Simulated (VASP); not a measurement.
Input:

```yaml
crystal:
  lattice:
    - [1.38237, -2.39433, 0.00000]
    - [1.38237, 2.39433, 0.00000]
    - [0.00000, 0.00000, 4.35369]
  atoms:
    - { symbol: Os, position: [0.33333, 0.66667, 0.25000] }
    - { symbol: Os, position: [0.66667, 0.33333, 0.75000] }
```

Method: optB88-vdW, VASP's PBE PAW potentials (set 64) (plane waves; VASP). Run with 520 eV cut-off, 17×17×10 Γ-centred mesh, tetrahedra with Blöchl corrections, potentials Os.

Unless said otherwise, spin-orbit coupling is left out, though it shifts the bands of the heavy elements here.

Task: Predict the energy per atom (σ→0), band gap (on the k-mesh) with the smallest direct gap where there is one.

Result: 
```json
{
  "band gap (on the k-mesh)": "none (metal, semimetal or under 0.01 eV)",
  "energy per atom (σ→0)": "-8.552 eV/atom"
}
```

The compound is Os in the hcp structure. It was relaxed first.
